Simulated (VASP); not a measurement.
A convergence study with VASP on IrO2 (rutile): a few settings are varied, all else stays as given below, so the limit is that of these other settings.

```
IrO2
1.0
    4.50000     0.00000     0.00000
    0.00000     4.50000     0.00000
    0.00000     0.00000     3.15000
Ir O
2 4
Cartesian
  0.00000   0.00000   0.00000
  2.25000   2.25000   1.57500
  1.38600   1.38600   0.00000
  3.63600   0.86400   1.57500
  0.86400   3.63600   1.57500
  3.11400   3.11400   0.00000
```

All values below come from LDA (Ceperley-Alder, Perdew-Zunger), VASP's LDA PAW potentials (set 64) (plane waves; VASP 6.6.1). The last row used: 700 eV cut-off, 12×12×17 Γ-centred mesh, second-order Methfessel-Paxton smearing of 0.40 eV, potentials Ir O.

```json
[
 {"setting": "ISMEAR = -1, SIGMA = 0.01, 4×4×5 mesh", "E (eV/atom)": "-8.1353", "pressure (GPa)": "-6.67", "irreducible k-points": "18"},
 {"setting": "ISMEAR = -1, SIGMA = 0.1, 4×4×5 mesh", "E (eV/atom)": "-8.1361", "pressure (GPa)": "-6.54", "irreducible k-points": "18"},
 {"setting": "ISMEAR = 0, SIGMA = 0.01, 4×4×5 mesh", "E (eV/atom)": "-8.1353", "pressure (GPa)": "-6.68", "irreducible k-points": "18"},
 {"setting": "ISMEAR = 0, SIGMA = 0.1, 4×4×5 mesh", "E (eV/atom)": "-8.1358", "pressure (GPa)": "-6.66", "irreducible k-points": "18"},
 {"setting": "ISMEAR = 1, SIGMA = 0.01, 4×4×5 mesh", "E (eV/atom)": "-8.1353", "pressure (GPa)": "-6.68", "irreducible k-points": "18"},
 {"setting": "ISMEAR = 1, SIGMA = 0.2, 4×4×5 mesh", "E (eV/atom)": "-8.1361", "pressure (GPa)": "-6.71", "irreducible k-points": "18"},
 {"setting": "ISMEAR = 2, SIGMA = 0.05, 4×4×5 mesh", "E (eV/atom)": "-8.1352", "pressure (GPa)": "-6.67", "irreducible k-points": "18"},
 {"setting": "ISMEAR = 2, SIGMA = 0.2, 4×4×5 mesh", "E (eV/atom)": "-8.1361", "pressure (GPa)": "-6.70", "irreducible k-points": "18"},
 {"setting": "ISMEAR = -1, SIGMA = 0.01, 8×8×11 mesh", "E (eV/atom)": "-8.1343", "pressure (GPa)": "-6.69", "irreducible k-points": "90"},
 {"setting": "ISMEAR = -1, SIGMA = 0.2, 8×8×11 mesh", "E (eV/atom)": "-8.1358", "pressure (GPa)": "-6.02", "irreducible k-points": "90"},
 {"setting": "ISMEAR = 0, SIGMA = 0.01, 8×8×11 mesh", "E (eV/atom)": "-8.1342", "pressure (GPa)": "-6.70", "irreducible k-points": "90"},
 {"setting": "ISMEAR = 0, SIGMA = 0.2, 8×8×11 mesh", "E (eV/atom)": "-8.1344", "pressure (GPa)": "-6.58", "irreducible k-points": "90"},
 {"setting": "ISMEAR = 1, SIGMA = 0.01, 8×8×11 mesh", "E (eV/atom)": "-8.1342", "pressure (GPa)": "-6.71", "irreducible k-points": "90"},
 {"setting": "ISMEAR = 1, SIGMA = 0.4, 8×8×11 mesh", "E (eV/atom)": "-8.1337", "pressure (GPa)": "-6.64", "irreducible k-points": "90"},
 {"setting": "ISMEAR = 2, SIGMA = 0.05, 8×8×11 mesh", "E (eV/atom)": "-8.1343", "pressure (GPa)": "-6.69", "irreducible k-points": "90"},
 {"setting": "ISMEAR = 2, SIGMA = 0.4, 8×8×11 mesh", "E (eV/atom)": "-8.1341", "pressure (GPa)": "-6.71", "irreducible k-points": "90"},
 {"setting": "ISMEAR = -1, SIGMA = 0.05, 12×12×17 mesh", "E (eV/atom)": "-8.1343", "pressure (GPa)": "-6.65", "irreducible k-points": "252"},
 {"setting": "ISMEAR = -1, SIGMA = 0.2, 12×12×17 mesh", "E (eV/atom)": "-8.1358", "pressure (GPa)": "-6.02", "irreducible k-points": "252"},
 {"setting": "ISMEAR = 0, SIGMA = 0.05, 12×12×17 mesh", "E (eV/atom)": "-8.1342", "pressure (GPa)": "-6.69", "irreducible k-points": "252"},
 {"setting": "ISMEAR = 0, SIGMA = 0.2, 12×12×17 mesh", "E (eV/atom)": "-8.1342", "pressure (GPa)": "-6.58", "irreducible k-points": "252"},
 {"setting": "ISMEAR = 1, SIGMA = 0.05, 12×12×17 mesh", "E (eV/atom)": "-8.1342", "pressure (GPa)": "-6.70", "irreducible k-points": "252"},
 {"setting": "ISMEAR = 1, SIGMA = 0.4, 12×12×17 mesh", "E (eV/atom)": "-8.1337", "pressure (GPa)": "-6.64", "irreducible k-points": "252"},
 {"setting": "ISMEAR = 2, SIGMA = 0.1, 12×12×17 mesh", "E (eV/atom)": "-8.1343", "pressure (GPa)": "-6.70", "irreducible k-points": "252"},
 {"setting": "ISMEAR = 2, SIGMA = 0.4, 12×12×17 mesh", "E (eV/atom)": "-8.1341", "pressure (GPa)": "-6.70", "irreducible k-points": "252"}
]
```

Left out are rungs that failed or repeat a setting and relaxations that didn't move; long series are thinned to 24 rows.

The compound is IrO2 in the rutile structure. The cell was not relaxed at this level.
